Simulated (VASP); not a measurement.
Consider the following.

```yaml
crystal:
  lattice:
    - [1.48410, -2.57054, 0.00000]
    - [1.48410, 2.57054, 0.00000]
    - [0.00000, 0.00000, 2.89680]
  atoms:
    - { symbol: W, position: [0.00000, 0.00000, 0.00000] }
    - { symbol: C, position: [0.33333, 0.66667, 0.50000] }
```

Calculation: PBE GGA, VASP's PBE PAW potentials (set 64) (plane waves; VASP). Run with LASPH = .FALSE., 520 eV cut-off, 13×13×11 Γ-centred mesh, first-order Methfessel-Paxton smearing of 0.10 eV, potentials W_sv C.

Problem. Give the stress tensor in GPa (positive for a compressed cell).

Solution. 
```
-14.95    0.00    0.00
  0.00  -14.95    0.00
  0.00    0.00  -18.74
```
The pressure is its mean diagonal, -16.21 GPa.

The compound is WC in the wc structure. The cell was not relaxed at this level. The run is one of a series of settings (LASPH = .FALSE. against the base run), some of them coarse on purpose.
